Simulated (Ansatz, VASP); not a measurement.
# Al2SbP (CuAu-ordered zincblende type (invented)): VASP beside Ansatz

One calculation is typed for both programs; each brings its own data sets. How far apart do they land? The cell is generated by rule, not measured, and may not be a known phase. The cell is taken from a series of runs on this material, whose earlier steps may have relaxed, scaled, displaced or heated it; both programs get it as it stands.

Method: plane waves, with VASP 6.6.1 beside it; relaxation of cell and atoms at LDA, in Ansatz 0.2.0.

## Step 1: Set-up

The structure is tetragonal, space group P-4m2 (No. 115). The conventional cell has a = 4.089 Å, b = 4.089 Å, c = 5.746 Å, α = 90.00°, β = 90.00°, γ = 90.00°. Nearest to P lie 4 Al at 2.41 Å. Nearest to Sb lie 4 Al at 2.60 Å. Al has 2 P at 2.41 Å and 2 Sb at 2.60 Å nearest. Farther neighbours are not listed.

## Step 2: Ansatz: relaxation of cell and atoms, LDA

Ansatz runs on its default PAW (the set named soft_2) files.

The relaxed volume is the usual yardstick between codes: in a stiff, nearly cubic crystal its relative difference is about their pressure difference at one cell divided by the bulk modulus.

File input.yaml:

```yaml
crystal:
  lattice:
    - [4.0889801576, 0.0, 0.0]
    - [0.0, 4.0889801576, 0.0]
    - [0.0, 0.0, 5.7457819949]
  atoms:
    - { symbol: P, position: [0.0, 0.0, 0.0] }
    - { symbol: Sb, position: [0.5, 0.5, 0.5] }
    - { symbol: Al, position: [0.0, 0.5, 0.2215444381] }
    - { symbol: Al, position: [0.5, 0.0, 0.7784555619] }
kpoints:
  mp_grid: { grid: [10, 10, 6] }
hamiltonian:
  xc: lda
scf:
  occupations: { method: gaussian, width: 0.02 }
output:
  forces: true
  stress: true
  eigenvalues: true
  write_density: true
  write_potential: true
  elf: true
  volumetric_format: npy
relax:
  adjacent_minimum: "off"
  f_tol: 0.005
  max_steps: 80
  cell: { stress_tol: 0.05 }
```

Started as:

```bash
$ ansatz run input.yaml --threads 2 --pin off --max-ram 5120MiB --backend cpu --events-out ev --progress --plain --runs-dir out
```

Numbers of over 12 decimals in the logs are rounded to 6 here.

The program printed:

```text
Engine: ansatz 0.2.0, x86_64-unknown-linux-gnu
Pseudopotentials: kind: paw
Pseudopotential: P, paw, valence charge 5, recommended cutoff 420 eV (normal), P.paw.azcp
Pseudopotential: Sb, paw, valence charge 15, recommended cutoff 420 eV (normal), Sb.paw.azcp
Pseudopotential: Al, paw, valence charge 3, recommended cutoff 420 eV (normal), Al.paw.azcp
Functional definition: SPW92
  exchange = slater_x
  correlation = pw_c
Crystal: 4 atoms, lattice volume = 96.068 Å³
Basis set: ecut = 420 eV, 1891 PW (Γ)
Bands: 17, of which v1, the nominal top of the filled ones, is band 13 counted from 1 (12 counted from 0)
Symmetry: 8 space group operations
Space group: P-4m2 (ITA 115), of the structure as read, at distance tolerance 4.6e-5 Å
k-points: 84 of 600 (time reversal used)
Non-local potential: P, projectors of the file, l = 0: 2, l = 1: 2, l = 2: 2
Non-local potential: Sb, projectors of the file, l = 0: 2, l = 1: 2, l = 2: 2, l = 3: 2
Non-local potential: Al, projectors of the file, l = 0: 2, l = 1: 2, l = 2: 1
PAW form: soft (Blöchl's): semilocal exchange-correlation on the pseudo side does not see the compensation charge
PAW frozen core: P, regenerated for the run's functional, and the local potential with it (the file was generated under x = pbe(κ = 0.804, μ = 0.219515), c = pbe(β = 0.066725))
PAW frozen core: Sb, regenerated for the run's functional, and the local potential with it (the file was generated under x = pbe(κ = 0.804, μ = 0.219515), c = pbe(β = 0.066725))
PAW frozen core: Al, regenerated for the run's functional, and the local potential with it (the file was generated under x = pbe(κ = 0.804, μ = 0.219515), c = pbe(β = 0.066725))
PAW one-centre angular grid: P, 110 points (default); XC on 64 Gauss nodes
PAW one-centre angular grid: Sb, 590 points (default); XC on 64 Gauss nodes
PAW one-centre angular grid: Al, 110 points (default); XC on 64 Gauss nodes
Initial density: superposition of atomic densities (neutral atoms: chi_scale 0, normalization atom), corrected by the library's trained network
Initial wavefunctions: pseudopotential atomic-orbital guess
Functional: x = slater, c = lda
SCF iter   1: F=—  HF=-8088.779709 eV  |F-HF|=—  |Δ(HF+E_count)|=         —  Δρ=5.19e-3  dr2=3.04e-2  ethr=1.77e-3  ⟨swp⟩=8.0  Hψ=9668  notcnv=0
preconditioner: auto → Resta (q_TF=auto, 2.194 Å⁻¹)  ε∞=4.8  [insulator: Δε(μ)=0.587 eV  Ē_g=7.825 eV  σ=0.020 eV  W_gap=1.00  n_scr=20 (ndim 8)  ℏωp=15.2 eV  f_vac=0.001  D(μ)=0.00/eV (n_scr^D=0)  ε∞_Penn≈4.8]
SCF iter   2: F=—  HF=-8088.770842 eV  |F-HF|=—  |Δ(HF+E_count)|=   8.87e-3  Δρ=2.72e-3  dr2=6.12e-3  ethr=1.17e-4  ⟨swp⟩=2.6  Hψ=2852  notcnv=0
SCF iter   3: F=—  HF=-8088.769115 eV  |F-HF|=—  |Δ(HF+E_count)|=   1.73e-3  Δρ=4.64e-4  dr2=2.79e-4  ethr=2.35e-5  ⟨swp⟩=3.7  Hψ=2952  notcnv=0
SCF iter   4: F=—  HF=-8088.769057 eV  |F-HF|=—  |Δ(HF+E_count)|=   5.75e-5  Δρ=1.34e-4  dr2=2.37e-5  ethr=1.07e-6  ⟨swp⟩=3.0  Hψ=2640  notcnv=0
SCF iter   5: F=—  HF=-8088.769055 eV  |F-HF|=—  |Δ(HF+E_count)|=   2.34e-6  Δρ=3.89e-5  dr2=1.84e-6  ethr=9.12e-8  ⟨swp⟩=2.7  Hψ=2522  notcnv=0
SCF iter   6: F=-8088.769055 eV  HF=-8088.769055 eV  |F-HF|=4.03e-9  |Δ(HF+E_count)|=   4.29e-7  Δρ=7.53e-6  dr2=7.55e-8  ethr=3.85e-10  ⟨swp⟩=10.7  Hψ=12462  notcnv=0
SCF 1 converged in 6 iterations: F = -8088.769055 eV  dr2 = 7.55e-8
  greatest PAW one-centre occupation: 0.998 electrons in one spin orbital (limit 2), on the Sb atom at site 1 (counted from 0), in its partial waves of l = 2
relax step   1: F+E_penalty+E_count = -8088.76905546 eV  Δ(F+E_penalty+E_count) = +0.000e0 eV  max|allowed force component| = 3.691e-2 eV/Å  Δτ_max = 0.0000 Å  P = -0.244 GPa  Ω = 96.068 Å³  (6 SCF iters, dr2 threshold 1.00e-7 eV, accepted)
[...]
relax step   2: F+E_penalty+E_count = -8088.77033829 eV  Δ(F+E_penalty+E_count) = -1.283e-3 eV  max|allowed force component| = 4.048e-2 eV/Å  Δτ_max = 0.0064 Å  P = +0.085 GPa  Ω = 95.665 Å³  energy of the carried Pulay correction = +9.806e-5 eV  (4 SCF iters, dr2 threshold 4.00e-7 eV, accepted)
[...]
relax step   3: F+E_penalty+E_count = -8088.77045868 eV  Δ(F+E_penalty+E_count) = -1.204e-4 eV  max|allowed force component| = 5.190e-3 eV/Å  Δτ_max = 0.0032 Å  P = +0.003 GPa  Ω = 95.754 Å³  energy of the carried Pulay correction = +7.635e-5 eV  (3 SCF iters, dr2 threshold 1.02e-7 eV, accepted)
[...]
relax step   4: F+E_penalty+E_count = -8088.77046035 eV  Δ(F+E_penalty+E_count) = -1.676e-6 eV  max|allowed force component| = 1.999e-4 eV/Å  Δτ_max = 0.0003 Å  P = +0.002 GPa  Ω = 95.757 Å³  energy of the carried Pulay correction = +7.549e-5 eV  (3 SCF iters, dr2 threshold 1.68e-9 eV, accepted)
[...]
relax step   5: F+E_penalty+E_count = -8088.77039002 eV  Δ(F+E_penalty+E_count) = +7.033e-5 eV  max|allowed force component| = 1.980e-4 eV/Å  Δτ_max = 0.0000 Å  P = +0.001 GPa  Ω = 95.757 Å³  stress off target by 4.94e-3 GPa  SCF on the basis re-selected at this cell (its energy is not comparable with the rows above)  (4 SCF iters)
basis re-selected at this cell: Δ(F+E_penalty+E_count) = +7.033e-5 eV, ΔP = -0.001 GPa vs the last step (what re-selecting the basis moved, of the pressure what is left beyond the Pulay correction that the steps carried, after the strain that the cell walked since its last selection, with what the two solves' SCF thresholds leave and, on support functions, any second-order correction that the steps lacked; it is no m [...]
SCF converged after 4 iterations
Free energy (F): -8088.770390 eV
Harris-Foulkes:  -8088.770390 eV  (|F-HF|=2.09e-11)
Internal energy: -8088.770390 eV  (E = F + TS)
E sigma→0 (E₀):  -8088.770390 eV
Fermi energy:    6.339072 eV
--- Per-component energies (eV) ---
  E_band       = -197.658554
  E_kinetic    = 326.149772
  E_local      = -2144.731853  (includes V_loc(G=0)·N_el)
  E_nonlocal   = 425.542780
  E_hartree    = 963.879000
  E_xc         = -277.613984
  E_vxc        = -216.747652  (∫ρ·V_xc dr)
  E_paw        = -5855.545389  (= ΣΔE_a)
  E_vpaw       = -515.629463  (= ΣTr[D̂ρ^β])
  E_aug_tail   = -0.000007  (compensation charges beyond the density's cutoff)
  E_ewald      = -1527.238317
  E_core_change = 0.787608  (= ΣΔE_core)
  E_smearing   = -0.000000  (= −TS)
  E_closure    = -0.000000  (closes the sum)
  Σ components = -8088.770390   (vs F -8088.770390, Δ=0.00e0)
--- Forces (eV/Å), atoms counted from 1 ---
  atom   1  P      0.00000000    -0.00000000    -0.00000000
  atom   2  Sb     0.00000000    -0.00000000    -0.00000000
  atom   3  Al    -0.00000000     0.00000000     0.00019799
  atom   4  Al    -0.00000000     0.00000000    -0.00019799
  max |Σ_I F_I| component: 6.94e-17 eV/Å
--- Stress (GPa, compression-positive) ---
       -0.001006      -0.000000      -0.000000
       -0.000000      -0.001006      -0.000000
       -0.000000      -0.000000       0.004944
  P = ⅓ Tr σ = 0.0010 GPa (0.010 kbar)
--- Band table (eV; the first three rows and the last of 84) ---
  k-point 0: bands = [... 9 lower, 3.3310, 5.7498, 6.0653, 6.0653, 6.6236, 7.4537, 8.5954, 9.5984]
  k-point 1: bands = [... 9 lower, 3.3974, 5.0279, 5.8297, 5.8297, 6.9231, 7.6062, 9.1005, 9.5258]
  k-point 2: bands = [... 9 lower, 3.5587, 3.8640, 5.3932, 5.3932, 7.2917, 7.9087, 9.0920, 9.9951]
  k-point 83: bands = [... 9 lower, 2.6286, 2.6286, 2.9042, 2.9123, 9.7894, 9.9113, 10.8076, 10.8076]
--- Relaxed structure (4 steps of the walk, 4 accepted, 1 SCFs on fresh bases) ---
  F+E_penalty+E_count = -8088.77039002 eV   max|allowed force component| = 1.980e-4 eV/Å   (the final SCF, on the basis selected at the relaxed cell)
  cell:  # Å, volume = 95.7573 Å³
    - [4.071157, 0, -2.1095392966548536e-18]
    - [0, 4.071157, 0]
    - [-2.96429731646528e-18, 0, 5.777449]
  atoms:
    - { symbol: P, position: [0, 0, 0] }
    - { symbol: Sb, position: [0.5, 0.5, 0.500000] }
    - { symbol: Al, position: [0, 0.5, 0.222158] }
    - { symbol: Al, position: [0.5, 0, 0.777842] }
```

## Step 3: VASP: relaxation of cell and atoms, LDA

The same cell, functional (in two slightly different forms), mesh and smearing now go to VASP, with its own data sets.

Lines of VASP's logs that name or quote its potential files are left out, and so is its time.

File INCAR:

```
SYSTEM = Al2SbP
PREC = Accurate
ENCUT = 500
EDIFF = 1E-07
NELM = 120
ISMEAR = 0
SIGMA = 0.02
LREAL = .FALSE.
ALGO = Normal
GGA = CA
NBANDS = 14
LORBIT = 11
LWAVE = .FALSE.
LCHARG = .FALSE.
ISIF = 3
IBRION = 2
NSW = 80
EDIFFG = -0.005
LASPH = .TRUE.
GGA_COMPAT = .FALSE.
NELMIN = 4
EFERMI = MIDGAP
```

File POSCAR:

```
Al2SbP
1.0
    4.0889800000      0.0000000000      0.0000000000
    0.0000000000      4.0889800000      0.0000000000
    0.0000000000      0.0000000000      5.7457820000
P Sb Al
1 1 2
Direct
    0.0000000000      0.0000000000      0.0000000000
    0.5000000000      0.5000000000      0.5000000000
    0.0000000000      0.5000000000      0.2215444303
    0.5000000000      0.0000000000      0.7784555697
```

File KPOINTS:

```
Automatic mesh
0
Gamma
10 10 6
0 0 0
```

PAW data sets: P, Sb and Al (LDA family, release 64).

Started as:

```bash
$ mpirun -np 1 vasp_std
```

The program printed:

```text
[banner, memory and clock lines left out]
running    1 mpi-ranks, on    1 nodes
 distrk:  each k-point on    1 cores,    1 groups
 distr:  one band on    1 cores,    1 groups

 POSCAR found type information on POSCAR P SbAl
 POSCAR found :  3 types and       4 ions
 LDA part: xc-table for (Slater(with rela. corr.)+CA(PZ))
 , standard interpolation
 POSCAR, INCAR and KPOINTS ok, starting setup
 FFT: planning ... GRIDC
 FFT: planning ... GRID_SOFT
 FFT: planning ... GRID
 WAVECAR not read
 entering main loop
       N       E                     dE             d eps       ncg     rms          rms(c)
DAV:   1     0.398354331472E+02    0.39835E+02   -0.53198E+03  2352   0.864E+02
DAV:   2    -0.174204715455E+02   -0.57256E+02   -0.51226E+02  3170   0.126E+02
DAV:   3    -0.209663494299E+02   -0.35459E+01   -0.35075E+01  3174   0.337E+01
DAV:   4    -0.210160887504E+02   -0.49739E-01   -0.49723E-01  2808   0.486E+00
DAV:   5    -0.210169706938E+02   -0.88194E-03   -0.88189E-03  3168   0.672E-01    0.587E+00
DAV:   6    -0.205273779388E+02    0.48959E+00   -0.60187E-01  2790   0.384E+00    0.356E+00
DAV:   7    -0.204255377637E+02    0.10184E+00   -0.30216E-01  2958   0.269E+00    0.146E+00
DAV:   8    -0.204172693334E+02    0.82684E-02   -0.26757E-02  2934   0.970E-01    0.209E-01
DAV:   9    -0.204172955434E+02   -0.26210E-04   -0.35164E-03  2934   0.412E-01    0.779E-02
DAV:  10    -0.204173092728E+02   -0.13729E-04   -0.32619E-04  3142   0.997E-02    0.466E-02
DAV:  11    -0.204173174120E+02   -0.81391E-05   -0.20241E-05  2814   0.274E-02    0.209E-02
DAV:  12    -0.204173208918E+02   -0.34799E-05   -0.51916E-06  3072   0.156E-02    0.428E-03
DAV:  13    -0.204173207660E+02    0.12582E-06   -0.78483E-07  2980   0.631E-03    0.374E-03
DAV:  14    -0.204173207590E+02    0.69679E-08   -0.25776E-07  2792   0.288E-03
   1 F= -.20417321E+02 E0= -.20417321E+02  d E =-.204173E+02
[...]
2 F= -.20417983E+02 E0= -.20417983E+02  d E =-.661791E-03
[...]
3 F= -.20418256E+02 E0= -.20418256E+02  d E =-.935265E-03
[...]
4 F= -.20418268E+02 E0= -.20418268E+02  d E =-.947696E-03
[...]
5 F= -.20418368E+02 E0= -.20418368E+02  d E =-.100026E-03
[...]
6 F= -.20418395E+02 E0= -.20418395E+02  d E =-.126976E-03
 curvature:  -0.57 expect dE=-0.125E-04 dE for cont linesearch -0.693E-09
 trial: gam= 0.07552 g(F)=  0.171E-04 g(S)=  0.480E-05 ort =-0.696E-06 (trialstep = 0.116E+01)
 search vector abs. value=  0.241E-04
 bond charge predicted
       N       E                     dE             d eps       ncg     rms          rms(c)
DAV:   1    -0.204184125673E+02   -0.17126E-04   -0.16935E-04  2616   0.832E-02    0.105E-02
DAV:   2    -0.204184117457E+02    0.82152E-06   -0.10846E-05  3114   0.195E-02    0.529E-03
DAV:   3    -0.204184112768E+02    0.46896E-06   -0.79945E-07  2850   0.531E-03    0.179E-03
DAV:   4    -0.204184111614E+02    0.11538E-06   -0.12552E-07  1890   0.199E-03    0.594E-04
DAV:   5    -0.204184111509E+02    0.10531E-07   -0.41699E-08  1386   0.127E-03
   7 F= -.20418411E+02 E0= -.20418411E+02  d E =-.157196E-04
 trial-energy change:   -0.000016  1 .order   -0.000016   -0.000025   -0.000006
 step:   1.4894(harm=  1.4894)  dis= 0.00106  next Energy=   -20.418412 (dE=-0.163E-04)
 reached required accuracy - stopping structural energy minimisation
```

Parts of OUTCAR (step 3):

```text
ion  position               nearest neighbor table
   1  0.000  0.000  0.000-   3 2.41   4 2.41   3 2.41   4 2.41
   2  0.500  0.500  0.500-   3 2.60   4 2.60   4 2.60   3 2.60
   3  0.000  0.500  0.222-   1 2.41   1 2.41   2 2.60   2 2.60
   4  0.500  0.000  0.778-   1 2.41   1 2.41   2 2.60   2 2.60

  LATTYP: Found a simple tetragonal cell.
 ALAT       =     4.0889800000
 C/A-ratio  =     1.4051871127

 Subroutine GETGRP returns: Found  8 space group operations
 (whereof  8 operations were pure point group operations)

The static configuration has the point symmetry D_2d.

 Found     84 irreducible k-points:

   k-points           NKPTS =     84   k-points in BZ     NKDIM =     84   number of bands    NBANDS=     14

   dimension x,y,z NGX =    30 NGY =   30 NGZ =   42
   dimension x,y,z NGXF=    60 NGYF=   60 NGZF=   84

   ENCUT  =  500.0 eV  36.75 Ry    6.06 a.u.   7.46  7.46 10.48*2*pi/ulx,y,z

   NELECT =      16.0000    total number of electrons

 k-points in reciprocal lattice and weights: Automatic mesh
   0.00000000  0.00000000  0.00000000       0.002
   0.10000000  0.00000000  0.00000000       0.007
   0.20000000  0.00000000  0.00000000       0.007
   0.30000000  0.00000000  0.00000000       0.007
   0.40000000  0.00000000  0.00000000       0.007
   0.50000000  0.00000000  0.00000000       0.003
   0.10000000  0.10000000  0.00000000       0.007
   0.20000000  0.10000000  0.00000000       0.013
   0.30000000  0.10000000  0.00000000       0.013
[...]
0.50000000  0.40000000  0.50000000       0.007
   0.50000000  0.50000000  0.50000000       0.002

 average (electrostatic) potential at core
       1 -84.0939       2 -87.3799       3 -73.4756       4 -73.4756

 E-fermi :   5.3216

 k-point     1 :       0.0000    0.0000    0.0000
  band No.  band energies     occupation
    ...
      4       2.3040      2.00000
      5       2.3040      2.00000
      6       4.7323      2.00000
      7       5.0608      2.00000
      8       5.0608      2.00000
      9       5.5887      0.00000
     10       6.4211      0.00000
     11       7.5929      0.00000
     12       8.5594      0.00000
     13       8.5594      0.00000
    ...

 k-point     2 :       0.1000    0.0000    0.0000
  band No.  band energies     occupation
    ...
      4       1.9453      2.00000
      5       2.3552      2.00000
      6       4.3662      2.00000
      7       4.5357      2.00000
      8       5.0484      2.00000
      9       5.8743      0.00000
     10       6.8298      0.00000
     11       7.9859      0.00000
     12       8.5604      0.00000
     13       8.6205      0.00000
    ...

 k-point     3 :       0.2000    0.0000    0.0000
  band No.  band energies     occupation
    ...
      4       1.3481      2.00000
      5       2.5006      2.00000
      6       3.1957      2.00000
      7       4.0035      2.00000
      8       4.9977      2.00000
      9       6.2240      0.00000
     10       7.9786      0.00000
     11       8.2926      0.00000
     12       8.7075      0.00000
     13       8.8033      0.00000
    ...

  Total        0.0022740      0.0022740      0.0024715      0.0000000      0.0000000      0.0000000
  in kB        0.0379003      0.0379003      0.0411913      0.0000000      0.0000000      0.0000000
  external PRESSURE =       0.0389973 kB  Pullay stress =       0.0000000 kB

  energy-cutoff  :      500.00
  volume of cell :       96.13
      direct lattice vectors                 reciprocal lattice vectors
     4.075989431  0.000000000 -0.000000000     0.245339203  0.000000000 -0.000000000
     0.000000000  4.075989431  0.000000000     0.000000000  0.245339203  0.000000000
     0.000000000  0.000000000  5.786294512     0.000000000  0.000000000  0.172822175

 POSITION                                       TOTAL-FORCE (eV/Angst)
 -----------------------------------------------------------------------------------
      0.00000      4.07599     -0.00000         0.000000      0.000000      0.000000
      2.03799      2.03799      2.89315         0.000000     -0.000000      0.000000
      0.00000      2.03799      1.28169         0.000000      0.000000      0.002981
      2.03799      4.07599      4.50461        -0.000000      0.000000     -0.002981
 -----------------------------------------------------------------------------------
    total drift:                               -0.000000     -0.000000     -0.000000

  FREE ENERGIE OF THE ION-ELECTRON SYSTEM (eV)
  ---------------------------------------------------
  free  energy   TOTEN  =       -20.4184111509 eV

  energy  without entropy=      -20.4184111509  energy(sigma->0) =      -20.41841115

 reached required accuracy - stopping structural energy minimisation

 total charge
# of ion       s       p       d       tot
------------------------------------------
    1        1.018   1.545   0.000   2.563
    2        1.116   1.495   0.027   2.637
    3        0.412   0.379   0.000   0.792
    4        0.412   0.379   0.000   0.792
--------------------------------------------------
tot          2.959   3.798   0.027   6.784

[... 3 further parts left out ...]
```

CONTCAR:

```
Al2SbP
   1.00000000000000
     4.0759894308394697    0.0000000000000000   -0.0000000000000000
     0.0000000000000000    4.0759894308394697    0.0000000000000000
     0.0000000000000000    0.0000000000000000    5.7862945117191131
  P               Sb              Al
     1     1     2
Direct
     0.0000000000000000    1.0000000000000000    0.0000000000000000
     0.5000000000000000    0.5000000000000000    0.5000000000000000
     0.0000000000000000    0.5000000000000000    0.2215042388078707
     0.5000000000000000    1.0000000000000000    0.7784957611921293
```

## Step 4: Comparison

Known differences besides the potentials themselves: the two LDA forms differ slightly; the data sets hold 26 valence electrons in Ansatz (on its default PAW (the set named soft_2) files) and 16 in VASP; the cutoff is 420 eV in Ansatz and 500 eV in VASP; VASP's log shows a relativistic correction to its local exchange, Ansatz's none; Ansatz adds a Pulay correction to the stress that steers its cell, VASP none. Total energies have different zeros and are not compared.

Both answers:

| quantity | Ansatz | VASP | difference |
| --- | --- | --- | --- |
| volume (Å³) | 95.76 | 96.13 | -0.39 % |
| edge a after relaxation, in the typed setting (Å) | 4.071 | 4.076 | -0.12 % |
| edge c after relaxation, in the typed setting (Å) | 5.777 | 5.786 | -0.15 % |

## Step 5: Summary of results

```yaml
difference_in_volume_relaxation_of_cell_and_atoms_lda: -0.39 %
```

In words: The difference in volume is -0.39 % (relaxation of cell and atoms, LDA), within the 1.2 % picked in this series as the mark of a large difference, as far as the stopping tolerances let one tell. The data sets hold unlike numbers of valence electrons (26 in Ansatz and 16 in VASP), so part of the differences comes from the potentials. Such differences can come from data sets, numerical settings and the points named under the comparisons, not from the functional's error against experiment.

[Lines on the potential files, build, host, timing and source positions are cut from VASP's logs without a mark.]

[Logs are printed without paths, hosts, clocks, repeated set-up lines and the standing remarks that a program may print on its own settings, such as how far it seeks lower states.]

[Hosts, paths, dates, database ids (printed as entryN), source tags and the programs' standing remarks are cut or masked in the printed files.]
